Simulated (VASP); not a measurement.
Input for VASP

### INCAR
```
AGGAC = 0.0
ALGO = Normal
EDIFF = 1E-7
EDIFFG = -0.01
ENCUT = 520
GGA = CX
IBRION = 2
ISIF = 4
ISMEAR = 1
LASPH = .TRUE.
LCHARG = .FALSE.
LMAXMIX = 6
LREAL = .FALSE.
LUSE_VDW = .TRUE.
LWAVE = .FALSE.
NELM = 100
NSW = 30
PREC = Accurate
SIGMA = 0.1
SYSTEM = Lu
```

POSCAR:
```
Lu
1
    1.6941534378    -2.9343599119     0.0000000000
    1.6941534378     2.9343599119     0.0000000000
    0.0000000000     0.0000000000     5.2737441064
Lu
2
Direct
  0.3333330000   0.6666670000   0.2500000000
  0.6666670000   0.3333330000   0.7500000000
```

KPOINTS:
```
Regular mesh
0
Gamma
12 12 7
0 0 0
```

POTCAR, in this order: Lu_3 (PBE.64 set). Program: vasp_std.

Question: Translate this vdW-DF-cx calculation to Quantum ESPRESSO's pw.x.

Answer: One equivalent input (not run):
```
&CONTROL
  calculation = 'vc-relax'
  pseudo_dir = './pseudo'
  outdir = './out'
  tprnfor = .true.
  tstress = .true.
  nstep = 30
  forc_conv_thr = 0.00039
/
&SYSTEM
  ibrav = 0
  nat = 2
  ntyp = 1
  ecutwfc = 100
  occupations = 'smearing'
  smearing = 'methfessel-paxton'
  degauss = 0.00735
  input_dft = 'vdw-df-cx'
/
&ELECTRONS
  conv_thr = 7.3e-09
  electron_maxstep = 100
/
&IONS
/
&CELL
  cell_dofree = 'shape'
/
ATOMIC_SPECIES
  Lu 174.967 Lu.upf
CELL_PARAMETERS angstrom
     1.6941534   -2.9343599    0.0000000
     1.6941534    2.9343599    0.0000000
     0.0000000    0.0000000    5.2737441
ATOMIC_POSITIONS crystal
  Lu   0.3333330  0.6666670  0.2500000
  Lu   0.6666670  0.3333330  0.7500000
K_POINTS automatic
  12 12 7 0 0 0
```
Limits of the translation: the potentials are each code's own (VASP's PAW set, PseudoDojo norm-conserving files in pw.x), so ENCUT and ecutwfc are chosen apart and not converted; conv_thr bounds pw.x's estimated SCF error, while EDIFF bounds the energy change between steps; forc_conv_thr acts on force components and is met together with etot_conv_thr.

The compound is Lu in the hcp structure. This cell is one point of a volume scan, at 0.94 of the reference volume.
